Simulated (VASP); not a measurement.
FTl, 2 atoms in the cell. The cell holds a molecule in a box, 2 atoms: a = 9.000 Å, b = 9.000 Å, c = 12.000 Å, α = 90.00°, β = 90.00°, γ = 90.00°. 

- Program: VASP 6.6.1
- Task: electron localisation function
- Functional: PBE
- Potentials or basis: VASP PAW PBE potentials, release 64 (F, Tl_d)
- Cutoff: 520 eV
- k mesh: 1 × 1 × 1
- Occupations: gaussian, width 0.01 eV
- Spin: no spin polarisation
- Further INCAR settings: ALGO = Fast; EDIFF = 1e-07

Potentials or basis: VASP PAW PBE potentials, release 64 (F, Tl_d).

Run with:

```sh
$ cat potpaw_PBE.64/F/POTCAR potpaw_PBE.64/Tl_d/POTCAR > POTCAR
$ mpirun -np 1 vasp_gam > vasp.out
```

Hardware: 1 thread of Intel(R) Xeon(R) 6975P-C (Granite Rapids), on a shared host.

Task: How long does it take, and how much memory?

Result: It took 57 s on 1 thread of Intel(R) Xeon(R) 6975P-C (Granite Rapids), with other jobs on the host, peak memory 0.8 GiB. Counts: scf iterations 26, k points 1.
